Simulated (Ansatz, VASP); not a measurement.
## K4C in VASP and in Ansatz

```
K C
1.0
     7.21013    0.00000    0.00000
    -3.60507    6.24416    0.00000
     0.00000    0.00000    5.46584
K C
4 1
Cartesian
  3.6051 0.0000 2.7329
  -1.8025 3.1221 2.7329
  1.8025 3.1221 2.7329
  0.0000 0.0000 0.0000
  0.0000 0.0000 2.7329
```

Alike in both runs: functional PBE; k mesh 3 × 3 × 4; occupations gaussian, width 0.1 eV; no spin polarisation.

Ansatz relaxed the structure, and its values are those at the end. VASP's run is a single point on that final structure, the one shown.

```csv
,VASP,Ansatz
version,VASP 6.6.1,Ansatz 0.2.0
potentials or method,"VASP PAW PBE potentials, release 64 (K_sv, C)","scalar-relativistic, plane waves, PAW"
plane-wave cutoff (eV),520,420
valence electrons in the cell,40,40
```

|  | VASP | Ansatz | Ansatz less VASP |
| --- | --- | --- | --- |
| gap on the k mesh at the Fermi level (eV) | none | none | - |
| pressure (GPa) | 0.0 | 0.0 | 0.00 |

A gap of «none» marks a metal or a gap that the smearing closes.
